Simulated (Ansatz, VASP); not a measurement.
# Cross-check of KCeS2 between VASP and Ansatz, part 2 of 2

Aim: how closely do two programs agree when they are given the same cell, functional and k mesh? The cell is taken from a series of VASP runs on this material, whose earlier steps may have relaxed, scaled or displaced it; both programs get it as it stands. Other levels of theory on this material are compared in a session of their own.

VASP 6.6.1 and Ansatz 0.2.0.

So far: Set-up; Ansatz: band structure, PBEsol, DFT+U.

In doubt: a part-filled 4f shell, where there is one, can sit in one of many states, so energies may not be the lowest and differences between runs may mislead; derivatives with an open 4f shell can jump between states, which bears on forces and vibrations.

## (3) VASP: band structure, PBEsol, DFT+U

Level of this step: PBEsol, DFT+U (Ce f 6 eV), spin-polarised from a ferromagnetic start; plane waves and PAW (K_sv, Ce, S) (VASP).

The same cell, functional, mesh and smearing now go to VASP, with its own data sets and cutoff.

Lines of VASP's logs that name or quote its potential files are left out, and so is its time.

Input file INCAR:

```
SYSTEM = KCeS2
PREC = Accurate
ENCUT = 400
EDIFF = 1E-06
NELM = 150
ISMEAR = 0
SIGMA = 0.05
LREAL = .FALSE.
ALGO = Normal
GGA = PS
NBANDS = 32
ISPIN = 2
MAGMOM = -0 0.992 -0.01 -0.01
LDAU = .TRUE.
LDAUTYPE = 2
LDAUL = -1 3 -1
LDAUU = 0 6 0
LDAUJ = 0 0 0
LDAUPRINT = 1
LASPH = .TRUE.
LMAXMIX = 6
AMIX = 0.2
BMIX = 1E-04
AMIX_MAG = 0.8
BMIX_MAG = 1E-04
LORBIT = 11
LWAVE = .FALSE.
LCHARG = .FALSE.
KPAR = 4
```

Input file POSCAR:

```
KCeS2
1.0
    2.1042948220      1.2149151820      7.2572895979
   -2.1042948220      1.2149151820      7.2572895979
    0.0000000000     -2.4298303639      7.2572895979
K Ce S
1 1 2
Direct
    0.5000000000      0.5000000000      0.5000000000
    0.0000000000      0.0000000000      0.0000000000
    0.2629701593      0.2629701593      0.2629701593
    0.7370298407      0.7370298407      0.7370298407
```

Input file KPOINTS:

```
Automatic mesh
0
Gamma
6 6 6
0 0 0
```

Input file KPOINTS_OPT:

```
Line mode
16
Line-mode
Reciprocal
  0.00000000   0.00000000   0.00000000 GAMMA
  0.50000000   0.00000000   0.00000000 L

  0.50000000   0.00000000   0.00000000 L
  0.50000000   0.18534989  -0.18534989 B1

  0.81465011   0.50000000   0.18534989 B
  0.50000000   0.50000000   0.50000000 Z

  0.50000000   0.50000000   0.50000000 Z
  0.00000000   0.00000000   0.00000000 GAMMA

  0.00000000   0.00000000   0.00000000 GAMMA
  0.34267494   0.00000000  -0.34267494 X

  0.65732506   0.34267494   0.00000000 Q
  0.50000000   0.50000000   0.00000000 F

  0.50000000   0.50000000   0.00000000 F
  0.65732506   0.65732506   0.18534989 P1

  0.65732506   0.65732506   0.18534989 P1
  0.50000000   0.50000000   0.50000000 Z

  0.50000000   0.00000000   0.00000000 L
  0.81465011   0.34267494   0.34267494 P
```

The projector-augmented-wave data sets are K_sv, Ce and S (PBE family, release 64).

Started as:

```bash
$ mpirun -np 4 vasp_std
```

Numbers of over 12 decimals in the logs are rounded to 6 here.

The program printed:

```text
[banner, memory and clock lines left out]
running    4 mpi-ranks, on    1 nodes
 distrk:  each k-point on    1 cores,    4 groups
 distr:  one band on    1 cores,    1 groups

 POSCAR found type information on POSCAR K CeS
 POSCAR found :  3 types and       4 ions
|                                                                             |
|               ----> ADVICE to this user running VASP <----                  |
|                                                                             |
|     You enforced a specific xc type in the INCAR file but a different       |
|     [... a line on the potential file left out ...]
|     I HOPE YOU KNOW WHAT YOU ARE DOING!                                     |
|                                                                             |

 LDA part: xc-table for (Slater+PW92), standard interpolation
 POSCAR, INCAR and KPOINTS ok, starting setup
 FFT: planning ... GRIDC
 FFT: planning ... GRID_SOFT
 FFT: planning ... GRID
 WAVECAR not read
 entering main loop
       N       E                     dE             d eps       ncg     rms          rms(c)
DAV:   1     0.283997254472E+03    0.28400E+03   -0.10764E+04  4096   0.834E+02
DAV:   2     0.136298100965E+02   -0.27037E+03   -0.23328E+03  4648   0.229E+02
DAV:   3    -0.209276369802E+02   -0.34557E+02   -0.33931E+02  5232   0.890E+01
DAV:   4    -0.229922792714E+02   -0.20646E+01   -0.20564E+01  6384   0.176E+01
DAV:   5    -0.230968456381E+02   -0.10457E+00   -0.10444E+00  6672   0.371E+00    0.113E+01
DAV:   6    -0.209300236828E+02    0.21668E+01   -0.34555E+00  5576   0.926E+00    0.670E+00
DAV:   7    -0.210224358727E+02   -0.92412E-01   -0.11513E+00  6752   0.376E+00    0.638E+00
DAV:   8    -0.214874395319E+02   -0.46500E+00   -0.30805E+00  6192   0.486E+00    0.568E+00
DAV:   9    -0.223437937311E+02   -0.85635E+00   -0.50293E-01  6504   0.259E+00    0.455E+00
DAV:  10    -0.223467382235E+02   -0.29445E-02   -0.70811E-01  6320   0.518E+00    0.236E+00
DAV:  11    -0.228653893326E+02   -0.51865E+00   -0.11009E-01  6696   0.267E+00    0.109E+00
DAV:  12    -0.228758640725E+02   -0.10475E-01   -0.14752E-02  5720   0.777E-01    0.657E-01
DAV:  13    -0.228757992505E+02    0.64822E-04   -0.28413E-02  5560   0.103E+00    0.245E-01
DAV:  14    -0.228767281110E+02   -0.92886E-03   -0.20103E-03  5448   0.196E-01    0.185E-01
[...]
DAV:  18    -0.228806382500E+02   -0.88649E-04   -0.82453E-05  6192   0.446E-02    0.308E-02
DAV:  19    -0.228807764992E+02   -0.13825E-03   -0.30886E-05  5928   0.720E-02    0.261E-02
DAV:  20    -0.228809210535E+02   -0.14455E-03   -0.93232E-05  6104   0.118E-01    0.211E-02
DAV:  21    -0.228810116826E+02   -0.90629E-04   -0.11492E-04  6168   0.106E-01    0.140E-02
DAV:  22    -0.228810410878E+02   -0.29405E-04   -0.43568E-05  6392   0.609E-02    0.818E-03
DAV:  23    -0.228810480147E+02   -0.69269E-05   -0.69692E-06  4792   0.147E-02    0.388E-03
DAV:  24    -0.228810494024E+02   -0.13877E-05   -0.10910E-06  4952   0.131E-02    0.218E-03
DAV:  25    -0.228810496412E+02   -0.23876E-06   -0.72443E-07  3064   0.429E-03
   1 F= -.22881050E+02 E0= -.22881050E+02  d E =-.228264E-22  mag=     1.0000
 Start KPOINTS_OPT (optional k-point list driver)
k-point batch [1-32\144]
       N       E                     dE             ncg
DAV:   1     0.757829390580E+03   -0.19944E+05     4104
DAV:   2    -0.754509729792E+04   -0.83029E+04     4704
DAV:   3    -0.857251600925E+04   -0.10274E+04     5240
DAV:   4    -0.863870848617E+04   -0.66192E+02     6656
DAV:   5    -0.864202335069E+04   -0.33149E+01     6616
DAV:   6    -0.864212132597E+04   -0.97975E-01     6568
DAV:   7    -0.864212432179E+04   -0.29958E-02     6544
DAV:   8    -0.864212466408E+04   -0.34229E-03     6824
DAV:   9    -0.864212467486E+04   -0.10779E-04     5448
DAV:  10    -0.864212467538E+04   -0.51963E-06     3512
[...]
k-point batch [129-144\144]
       N       E                     dE             ncg
DAV:   1     0.842488172386E+04   -0.13368E+05     2048
DAV:   2     0.431745390595E+04   -0.41074E+04     2336
DAV:   3     0.380504724002E+04   -0.51241E+03     2616
DAV:   4     0.377109465130E+04   -0.33953E+02     3304
DAV:   5     0.376932951375E+04   -0.17651E+01     3296
DAV:   6     0.376927934175E+04   -0.50172E-01     3272
DAV:   7     0.376927786332E+04   -0.14784E-02     3344
DAV:   8     0.376927767972E+04   -0.18361E-03     3400
DAV:   9     0.376927767459E+04   -0.51296E-05     2888
DAV:  10     0.376927767438E+04   -0.20409E-06     1824
```

From OUTCAR (step 3):

```text
ion  position               nearest neighbor table
   1  0.500  0.500  0.500-   3 3.21   3 3.21   4 3.21   4 3.21   3 3.21   4 3.21
   2  0.000  0.000  0.000-   4 2.87   4 2.87   3 2.87   3 2.87   4 2.87   3 2.87
   3  0.263  0.263  0.263-   2 2.87   2 2.87   2 2.87   1 3.21   1 3.21   1 3.21
   4  0.737  0.737  0.737-   2 2.87   2 2.87   2 2.87   1 3.21   1 3.21   1 3.21

  LATTYP: Found a trigonal (rhomboedric) cell.
 ALAT       =     7.6532560329
 COS(alpha) =     0.8488003856

 Subroutine GETGRP returns: Found 12 space group operations
 (whereof 12 operations were pure point group operations)

The static configuration has the point symmetry D_3d.

 Found     32 irreducible k-points:

   k-points           NKPTS =     32   k-points in BZ     NKDIM =     32   number of bands    NBANDS=     32

   dimension x,y,z NGX =    50 NGY =   50 NGZ =   50
   dimension x,y,z NGXF=   100 NGYF=  100 NGZF=  100

   ENCUT  =  400.0 eV  29.40 Ry    5.42 a.u.  12.48 12.48 12.48*2*pi/ulx,y,z

   NELECT =      33.0000    total number of electrons

 k-points in reciprocal lattice and weights: Automatic mesh
   0.00000000  0.00000000  0.00000000       0.005
   0.16666667 -0.00000000  0.00000000       0.028
   0.33333333 -0.00000000  0.00000000       0.028
   0.50000000 -0.00000000  0.00000000       0.014
   0.16666667  0.16666667  0.00000000       0.028
   0.33333333  0.16666667  0.00000000       0.056
   0.50000000  0.16666667  0.00000000       0.056
  -0.33333333  0.16666667 -0.00000000       0.056
  -0.16666667  0.16666667  0.00000000       0.028
[...]
-0.33333333  0.50000000  0.33333333       0.028
   0.50000000  0.50000000  0.50000000       0.005

atom =   2  type =  2  l = 3

 onsite density matrix

spin component  1

  0.4317  0.0000  0.0000  0.4773 -0.0000  0.0000  0.0000
  0.0000  0.0120  0.0000  0.0000  0.0030 -0.0000 -0.0000
  0.0000  0.0000  0.0048  0.0000 -0.0000  0.0030 -0.0000
  0.4773  0.0000  0.0000  0.5703  0.0000  0.0000 -0.0000
 -0.0000  0.0030 -0.0000  0.0000  0.0048 -0.0000  0.0000
  0.0000 -0.0000  0.0030  0.0000 -0.0000  0.0120 -0.0000
  0.0000 -0.0000 -0.0000 -0.0000  0.0000 -0.0000  0.0047

spin component  2

  0.0095  0.0000  0.0000 -0.0077 -0.0000 -0.0000  0.0000
  0.0000  0.0103  0.0000  0.0000  0.0024 -0.0000 -0.0000
  0.0000  0.0000  0.0044 -0.0000 -0.0000  0.0024 -0.0000
 -0.0077  0.0000 -0.0000  0.0065  0.0000  0.0000 -0.0000
 -0.0000  0.0024 -0.0000  0.0000  0.0044 -0.0000  0.0000
 -0.0000 -0.0000  0.0024  0.0000 -0.0000  0.0103 -0.0000
  0.0000 -0.0000 -0.0000 -0.0000  0.0000 -0.0000  0.0044

 occupancies and eigenvectors

  o =  0.0002  v =  0.0000  0.0000  0.0000  0.0000  0.0000  0.0000  0.0000 -0.6352  0.0000  0.0000 -0.7723 -0.0000  0.0000  0.0000      0.0000  0.0000  0.0000  0.0000  0.0000  0.0000  0.0000  0.0000  0.0000  0.0000  0.0000  0.0000  0.0000  0.0000
  o =  0.0035  v =  0.0000  0.0000  0.0000  0.0000  0.0000  0.0000  0.0000 -0.0000 -0.3347 -0.0000 -0.0000  0.9423  0.0000 -0.0000      0.0000  0.0000  0.0000  0.0000  0.0000  0.0000  0.0000  0.0000  0.0000  0.0000  0.0000  0.0000  0.0000  0.0000
  o =  0.0035  v =  0.0000  0.0000  0.0000  0.0000  0.0000  0.0000  0.0000  0.0000  0.0000 -0.9423 -0.0000 -0.0000  0.3347 -0.0000      0.0000  0.0000  0.0000  0.0000  0.0000  0.0000  0.0000  0.0000  0.0000  0.0000  0.0000  0.0000  0.0000  0.0000
  o =  0.0037  v =  0.0000 -0.3374  0.0000 -0.0000  0.9413 -0.0000 -0.0000  0.0000  0.0000  0.0000  0.0000  0.0000  0.0000  0.0000      0.0000  0.0000  0.0000  0.0000  0.0000  0.0000  0.0000  0.0000  0.0000  0.0000  0.0000  0.0000  0.0000  0.0000
  o =  0.0037  v = -0.0000  0.0000  0.9413  0.0000 -0.0000 -0.3374  0.0000  0.0000  0.0000  0.0000  0.0000  0.0000  0.0000  0.0000      0.0000  0.0000  0.0000  0.0000  0.0000  0.0000  0.0000  0.0000  0.0000  0.0000  0.0000  0.0000  0.0000  0.0000
[...]
o =  0.0047  v =  0.0000 -0.0000 -0.0000  0.0000  0.0000  0.0000  1.0000  0.0000  0.0000  0.0000  0.0000  0.0000  0.0000  0.0000      0.0000  0.0000  0.0000  0.0000  0.0000  0.0000  0.0000  0.0000  0.0000  0.0000  0.0000  0.0000  0.0000  0.0000
  o =  0.0111  v =  0.0000  0.0000  0.0000  0.0000  0.0000  0.0000  0.0000  0.0000  0.9423  0.0000 -0.0000  0.3347  0.0001 -0.0000      0.0000  0.0000  0.0000  0.0000  0.0000  0.0000  0.0000  0.0000  0.0000  0.0000  0.0000  0.0000  0.0000  0.0000
  o =  0.0111  v =  0.0000  0.0000  0.0000  0.0000  0.0000  0.0000  0.0000  0.0000 -0.0001  0.3347 -0.0000 -0.0000  0.9423 -0.0000      0.0000  0.0000  0.0000  0.0000  0.0000  0.0000  0.0000  0.0000  0.0000  0.0000  0.0000  0.0000  0.0000  0.0000
  o =  0.0130  v =  0.0000 -0.9413  0.0001 -0.0000 -0.3374  0.0003  0.0000  0.0000  0.0000  0.0000  0.0000  0.0000  0.0000  0.0000      0.0000  0.0000  0.0000  0.0000  0.0000  0.0000  0.0000  0.0000  0.0000  0.0000  0.0000  0.0000  0.0000  0.0000
  o =  0.0130  v = -0.0000 -0.0003 -0.3374  0.0000 -0.0001 -0.9413  0.0000  0.0000  0.0000  0.0000  0.0000  0.0000  0.0000  0.0000      0.0000  0.0000  0.0000  0.0000  0.0000  0.0000  0.0000  0.0000  0.0000  0.0000  0.0000  0.0000  0.0000  0.0000
  o =  0.0158  v =  0.0000  0.0000  0.0000  0.0000  0.0000  0.0000  0.0000 -0.7723 -0.0000  0.0000  0.6352  0.0000  0.0000 -0.0000      0.0000  0.0000  0.0000  0.0000  0.0000  0.0000  0.0000  0.0000  0.0000  0.0000  0.0000  0.0000  0.0000  0.0000
  o =  0.0187  v = -0.7562  0.0000  0.0000  0.6543  0.0000  0.0000 -0.0000  0.0000  0.0000  0.0000  0.0000  0.0000  0.0000  0.0000      0.0000  0.0000  0.0000  0.0000  0.0000  0.0000  0.0000  0.0000  0.0000  0.0000  0.0000  0.0000  0.0000  0.0000
  o =  0.9833  v = -0.6543 -0.0000 -0.0000 -0.7562  0.0000 -0.0000  0.0000  0.0000  0.0000  0.0000  0.0000  0.0000  0.0000  0.0000      0.0000  0.0000  0.0000  0.0000  0.0000  0.0000  0.0000  0.0000  0.0000  0.0000  0.0000  0.0000  0.0000  0.0000

 average (electrostatic) potential at core
       1 -33.3010       2 -79.6143       3 -87.0537       4 -87.0537

 E-fermi :   2.6415

 spin component 1
 k-point     1 :       0.0000    0.0000    0.0000
  band No.  band energies     occupation
    ...
     13       0.7210      1.00000
     14       1.2605      1.00000
     15       2.1038      1.00000
     16       2.2950      1.00000
     17       2.2950      1.00000
     18       5.7267      0.00000
     19       5.7267      0.00000
     20       6.2145      0.00000
     21       6.2517      0.00000
     22       7.3646      0.00000
    ...

 k-point     2 :       0.1667   -0.0000    0.0000
  band No.  band energies     occupation
    ...
     13       0.8388      1.00000
     14       1.2893      1.00000
     15       1.5299      1.00000
     16       2.0913      1.00000
     17       2.1551      1.00000
     18       5.5333      0.00000
     19       6.1385      0.00000
     20       6.3849      0.00000
     21       6.8366      0.00000
     22       7.0828      0.00000
    ...

 k-point     3 :       0.3333   -0.0000    0.0000
  band No.  band energies     occupation
    ...
     13       0.9776      1.00000
     14       1.1133      1.00000
     15       1.3524      1.00000
     16       1.8872      1.00000
     17       1.8979      1.00000
     18       5.1935      0.00000
     19       6.6567      0.00000
     20       6.8185      0.00000
     21       6.8672      0.00000
     22       7.3314      0.00000
    ...

 k-point     4 :       0.5000   -0.0000    0.0000
  band No.  band energies     occupation
    ...
     13       1.0361      1.00000
     14       1.0382      1.00000
     15       1.3531      1.00000
     16       1.6170      1.00000
     17       1.8837      1.00000
     18       5.0445      0.00000
     19       6.8176      0.00000
     20       6.9915      0.00000
     21       7.1889      0.00000
     22       7.3464      0.00000
    ...

 k-point     5 :       0.1667    0.1667    0.0000
  band No.  band energies     occupation
    ...
     13       0.8624      1.00000
     14       1.2906      1.00000
     15       1.5031      1.00000
     16       2.0482      1.00000
     17       2.1220      1.00000
     18       5.5488      0.00000
     19       6.1094      0.00000
     20       6.3372      0.00000
     21       7.0142      0.00000
     22       7.0586      0.00000
    ...

 k-point     6 :       0.3333    0.1667    0.0000
  band No.  band energies     occupation
    ...
     13       0.7911      1.00000
     14       1.3021      1.00000
     15       1.3362      1.00000
     16       1.6221      1.00000
     17       2.0741      1.00000
     18       5.6981      0.00000
     19       5.8574      0.00000
     20       6.8432      0.00000
     21       6.9798      0.00000
     22       7.2359      0.00000
    ...

  Total        0.0173135      0.0173135      0.0010871      0.0000000      0.0000000      0.0000000
  in kB        0.2491820      0.2491820      0.0156456      0.0000000      0.0000000      0.0000000
  external PRESSURE =       0.1713365 kB  Pullay stress =       0.0000000 kB

  energy-cutoff  :      400.00
  volume of cell :      111.32
      direct lattice vectors                 reciprocal lattice vectors
     2.104294822  1.214915182  7.257289598     0.237609291  0.137183788  0.045930830
    -2.104294822  1.214915182  7.257289598    -0.237609291  0.137183788  0.045930830
     0.000000000 -2.429830364  7.257289598     0.000000000 -0.274367576  0.045930830

 POSITION                                       TOTAL-FORCE (eV/Angst)
 -----------------------------------------------------------------------------------
      0.00000      0.00000     10.88593        -0.000000     -0.000000     -0.000000
      0.00000      0.00000      0.00000         0.000000     -0.000000     -0.000000
      0.00000      0.00000      5.72535         0.000000      0.000000      0.000312
      0.00000      0.00000     16.04652         0.000000     -0.000000     -0.000312
 -----------------------------------------------------------------------------------
    total drift:                                0.000000      0.000000     -0.000000

  FREE ENERGIE OF THE ION-ELECTRON SYSTEM (eV)
  ---------------------------------------------------
  free  energy   TOTEN  =       -22.8810496412 eV

  energy  without entropy=      -22.8810496412  energy(sigma->0) =      -22.88104964

 total charge
# of ion       s       p       d       f       tot
--------------------------------------------------
    1        1.959   5.568   0.034   0.000   7.561
    2        2.013   5.735   0.663   1.086   9.497
    3        1.319   2.423   0.000   0.000   3.743
    4        1.319   2.423   0.000   0.000   3.743
--------------------------------------------------
tot          6.612  16.150   0.697   1.086  24.544

 magnetization (x)
# of ion       s       p       d       f       tot
--------------------------------------------------
    1       -0.000  -0.000  -0.000   0.000  -0.000
    2       -0.002  -0.005   0.010   0.989   0.992
    3       -0.001  -0.009   0.000   0.000  -0.010
    4       -0.001  -0.009   0.000   0.000  -0.010
--------------------------------------------------
tot         -0.004  -0.023   0.010   0.989   0.973

[... 6 further parts left out ...]
```

Direct gaps are counted within one spin. The valence top and the conduction bottom belong to opposite spins.

## (4) Comparison

Known differences besides the potentials themselves: U acts on the PAW sphere in VASP and on atomic orbitals in Ansatz, so only states and trends compare; the cutoff is 420 eV in Ansatz and 400 eV in VASP; Ansatz makes its cores anew for this functional, VASP keeps those of its PBE data sets; site moments are counted in spheres of each program's own size. Total energies have different zeros and are not compared.

The two programs side by side:

| quantity | Ansatz | VASP | difference |
| --- | --- | --- | --- |
| pressure (GPa) | -0.19 | 0.02 | -0.21 |
| total moment (μB) | 1.00 | 1.00 | 0.00 |
| moment on Ce2 (μB) | 0.97 | 0.99 | -0.02 |

At this near-relaxed geometry the largest component of a force difference is 45 meV/Å.

## (5) What came out

```json
{"difference in total moment (band structure, PBEsol, DFT+U)": "0 μB", "r.m.s. force difference (band structure, PBEsol, DFT+U)": "18 meV/Å"}
```

In words: The r.m.s. force difference is 18 meV/Å (band structure, PBEsol, DFT+U). 3 further runs of this series are not shown here. How closely two codes agree says nothing of how well the functional describes the real material.

[Lines on the potential files, build, host, timing and source positions are cut from VASP's logs without a mark.]

[Logs are printed without paths, hosts, clocks, repeated set-up lines and the standing remarks that a program may print on its own settings, such as how far it seeks lower states.]

[Hosts, paths, dates, database ids (printed as entryN), source tags and the programs' standing remarks are cut or masked in the printed files.]
